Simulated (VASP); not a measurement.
Method: RPBE GGA, VASP's PBE PAW potentials (set 64) (plane waves; VASP).

Input for VASP

KPOINTS:
```
kpoints
0
Gamma
  13 13 13
```

**INCAR**
```
# general
SYSTEM  = Sn
PREC    = Accurate
ENCUT   = 520   # plane-wave cut-off (eV)
LREAL   = .FALSE.   # projection in real space or not
LASPH   = .TRUE.   # aspherical one-centre terms

# electronic loop
EDIFF   = 1E-7   # SCF stop (eV)
NELM    = 100
ALGO    = Normal
LMAXMIX = 4   # l cut-off of mixed one-centre charges

# smearing
ISMEAR  = 1
SIGMA   = 0.1   # width (eV)

# functional
GGA     = RP

# ions
IBRION  = 2   # conjugate gradients
NSW     = 30   # most ionic steps
ISIF    = 4
EDIFFG  = -0.01

# output
LWAVE   = .FALSE.
LCHARG  = .FALSE.
```

POSCAR:
```
Sn
1
   -3.0097875652     3.0097875652     1.6161560707
    3.0097875652    -3.0097875652     1.6161560707
    3.0097875652     3.0097875652    -1.6161560707
Sn
2
Direct
  0.2500000000   0.7500000000   0.5000000000
  0.0000000000   0.0000000000   0.0000000000
```

POTCAR, in this order: Sn_d (PBE.64 set). Program: vasp_std.

Output of the run:

**OUTCAR**
```
 ion  position               nearest neighbor table
   1  0.250  0.750  0.500-   2 3.12   2 3.12   2 3.12   2 3.12
   2  0.000  0.000  0.000-   1 3.12   1 3.12   1 3.12   1 3.12
  LATTYP: Found a body centered tetragonal cell.
 ALAT       =     6.0195751304
 C/A-ratio  =     0.5369668243
 Subroutine PRICEL returns:
 Original cell was already a primitive cell.
 Subroutine GETGRP returns: Found 16 space group operations
The static configuration has the point symmetry D_2d.
 The point group associated with its full space group is D_4h.
The dynamic configuration has the point symmetry D_2d.
 Subroutine INISYM returns: Found 16 space group operations
 Subroutine IBZKPT returns following result:
 Found    196 irreducible k-points:

 Following reciprocal coordinates:
            Coordinates               Weight
  0.000000  0.000000  0.000000      1.000000
  0.076923  0.000000  0.000000      8.000000
  0.153846  0.000000 -0.000000      8.000000
  0.230769  0.000000  0.000000      8.000000
  0.307692  0.000000 -0.000000      8.000000
  0.384615  0.000000 -0.000000      8.000000
  0.461538 -0.000000  0.000000      8.000000
...
```

**OSZICAR**
```
       N       E                     dE             d eps       ncg     rms          rms(c)
DAV:   1     0.202043629478E+03    0.20204E+03   -0.15085E+04  7062   0.235E+03
DAV:   2     0.112797797380E+02   -0.19076E+03   -0.18872E+03  7058   0.449E+02
DAV:   3    -0.631850918290E+01   -0.17598E+02   -0.17397E+02  8078   0.139E+02
DAV:   4    -0.685503262834E+01   -0.53652E+00   -0.53443E+00  8036   0.265E+01
DAV:   5    -0.687581648129E+01   -0.20784E-01   -0.20783E-01  9540   0.481E+00    0.212E+00
DAV:   6    -0.687201564138E+01    0.38008E-02   -0.28207E-02  9008   0.249E+00    0.122E+00
DAV:   7    -0.687410029980E+01   -0.20847E-02   -0.20628E-02  9074   0.207E+00    0.151E-01
DAV:   8    -0.687433070166E+01   -0.23040E-03   -0.18424E-03  8056   0.611E-01    0.391E-02
DAV:   9    -0.687434528059E+01   -0.14579E-04   -0.63975E-05  9226   0.814E-02    0.134E-02
DAV:  10    -0.687434440944E+01    0.87115E-06   -0.11143E-05  8616   0.488E-02    0.164E-03
DAV:  11    -0.687434480665E+01   -0.39721E-06   -0.33667E-07  6530   0.821E-03    0.993E-04
DAV:  12    -0.687434456648E+01    0.24017E-06   -0.10186E-07  4164   0.415E-03    0.352E-04
DAV:  13    -0.687434463991E+01   -0.73429E-07   -0.18602E-08  3752   0.206E-03
   1 F= -.68743446E+01 E0= -.68744428E+01  d E =-.687434E+01
       N       E                     dE             d eps       ncg     rms          rms(c)
DAV:   1    -0.687846408784E+01   -0.41195E-02   -0.10127E-01  7786   0.282E+00    0.298E-01
DAV:   2    -0.687613888836E+01    0.23252E-02   -0.50614E-03  8412   0.119E+00    0.186E-01
DAV:   3    -0.687481465175E+01    0.13242E-02   -0.27482E-03  9166   0.859E-01    0.214E-02
DAV:   4    -0.687485476718E+01   -0.40115E-04   -0.53773E-04  7466   0.300E-01    0.133E-02
DAV:   5    -0.687485458245E+01    0.18473E-06   -0.15637E-05 10010   0.665E-02    0.258E-03
DAV:   6    -0.687485470303E+01   -0.12058E-06   -0.94150E-07  7662   0.101E-02    0.151E-03
DAV:   7    -0.687485471086E+01   -0.78257E-08   -0.57675E-08  3756   0.515E-03
   2 F= -.68748547E+01 E0= -.68748840E+01  d E =-.510071E-03
       N       E                     dE             d eps       ncg     rms          rms(c)
DAV:   1    -0.688559747298E+01   -0.10743E-01   -0.29169E-01  7768   0.479E+00    0.507E-01
DAV:   2    -0.687886299818E+01    0.67345E-02   -0.14532E-02  8314   0.196E+00    0.316E-01
DAV:   3    -0.687506218274E+01    0.38008E-02   -0.78106E-03  9132   0.144E+00    0.363E-02
DAV:   4    -0.687517921481E+01   -0.11703E-03   -0.15269E-03  7464   0.496E-01    0.225E-02
DAV:   5    -0.687517850385E+01    0.71095E-06   -0.42807E-05 10156   0.106E-01    0.457E-03
DAV:   6    -0.687517878422E+01   -0.28037E-06   -0.24164E-06  8026   0.150E-02    0.256E-03
DAV:   7    -0.687517881137E+01   -0.27148E-07   -0.22315E-07  5518   0.988E-03
   3 F= -.68751788E+01 E0= -.68750843E+01  d E =-.834171E-03
```

### OUTCAR
```
------------------------ aborting loop because EDIFF is reached ----------------------------------------
  FORCE on cell =-STRESS in cart. coord.  units (eV):
  Direction    XX          YY          ZZ          XY          YZ          ZX
  --------------------------------------------------------------------------------------
  Total       -0.0393623     -0.0393623     -0.0346077      0.0000000      0.0000000      0.0000000
  in kB       -1.0769011     -1.0769011     -0.9468228      0.0000000      0.0000000      0.0000000
  external PRESSURE =      -1.0335416 kB  Pullay stress =       0.0000000 kB
  volume of cell :       58.56
      direct lattice vectors                 reciprocal lattice vectors
    -2.996777449  2.996777449  1.630219191     0.000000000  0.166845890  0.306707222
     2.996777449 -2.996777449  1.630219191     0.166845890  0.000000000  0.306707222
     2.996777449  2.996777449 -1.630219191     0.166845890  0.166845890  0.000000000
 POSITION                                       TOTAL-FORCE (eV/Angst)
 -----------------------------------------------------------------------------------
      2.99678     -0.00000      0.81511        -0.000000      0.000000     -0.000000
      0.00000      0.00000      0.00000         0.000000     -0.000000      0.000000
 -----------------------------------------------------------------------------------
    total drift:                                0.000000     -0.000000      0.000000
  FREE ENERGIE OF THE ION-ELECTRON SYSTEM (eV)
  ---------------------------------------------------
  free  energy   TOTEN  =        -6.8751788114 eV

  energy  without entropy=       -6.8748953752  energy(sigma->0) =       -6.87508433

 reached required accuracy - stopping structural energy minimisation
```
(Selected blocks of OUTCAR.)

**CONTCAR**
```
Sn
   1.00000000000000
    -2.9967774487016965    2.9967774487016965    1.6302191906704715
     2.9967774487016965   -2.9967774487016965    1.6302191906704715
     2.9967774487016965    2.9967774487016965   -1.6302191906704715
  Sn
     2
Direct
     0.2500000000000000    0.7500000000000000    0.5000000000000000
     0.0000000000000000    0.0000000000000000    0.0000000000000000
```

The compound is Sn in the beta structure. This run relaxes it. Symmetry was kept, so distortions that lower it aren't found.
